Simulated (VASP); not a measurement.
Consider the following.

```
EuS
1.0
    0.00000     2.88165     2.88165
    2.88165     0.00000     2.88165
    2.88165     2.88165     0.00000
Eu S
1 1
Direct
  0.00000   0.00000   0.00000
  0.50000   0.50000   0.50000
```

All values below come from optB86b-vdW, VASP's PBE PAW potentials (set 64) (plane waves; VASP). Run with 520 eV cut-off, 8×8×8 Γ-centred mesh, Gaussian smearing of 0.050 eV, potentials Eu_2 S.

The 4f electrons are frozen in the core of the lanthanide potential, so 4f levels, which can set the real gap, and their magnetism are missing.

### Question
The job: EuS (rock salt), 2 atoms, optB86b-vdW, static run, 520 eV, 8×8×8 Γ-centred mesh. Roughly how much core time does it take on a busy server core?

### Answer
About 30 core-seconds (one run on a shared machine, a rough figure). It had 29 irreducible k-points, 11 bands, up to 1308 plane waves and 14 electronic steps.

The compound is EuS in the rock salt structure. This cell is one point of a volume scan, at 0.97 of the reference volume.
